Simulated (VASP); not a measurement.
**MoPd under changes of volume**

One of the cells (15.801 Å³/atom); the others are scaled copies at fixed shape and fractional positions:

```
CELL_PARAMETERS angstrom
1.39686 0.80648 4.67553
-1.39686 0.80648 4.67553
0.00000 -1.61295 4.67553
ATOMIC_POSITIONS crystal
Pd 0.50000 0.50000 0.50000
Mo 0.00000 0.00000 0.00000
```

The cell comes from a database or a generator and needn't be the stable form of this composition.

```yaml
Program: VASP 6.6.1
Functional: PBEsol
Potentials_or_basis: VASP PAW PBE potentials, release 64 (Pd, Mo_sv)
Cutoff: 520 eV
k_mesh: 11 × 11 × 11
Occupations: fermi-dirac, width 0.05 eV
Spin: no spin polarisation
```

| volume (Å³/atom) | energy over the lowest point (meV/atom) | pressure (GPa) |
| --- | --- | --- |
| 14.562 | 3.66 | 4.6 |
| 14.872 | 0.00 | -0.8 |
| 15.182 | 6.21 | -5.6 |
| 15.801 | ? | ? |
| 16.111 | 73.53 | -17.0 |
| 16.421 | 109.22 | -19.9 |

Question: What does the run at 15.801 Å³/atom give?

Answer: Energy over the lowest point 43.93 meV/atom; pressure -13.6 GPa.

Worked out: A Birch-Murnaghan fit of order 3 (a polynomial in V^(-2/3)) to the other rows has its minimum at 14.83 Å³/atom with B0 = V·E''(V) = 249 GPa and B' = 4.8 at fixed shape and positions, which overstates the stiffness. It gives 43.91 meV/atom at 15.801 Å³/atom, against the run's 43.93, and -dE/dV = -13.6 GPa, against -13.6.

Energies are extrapolated to zero smearing.

Caveats: the PAW data sets were made with another functional, which shifts forces and pressure a little.
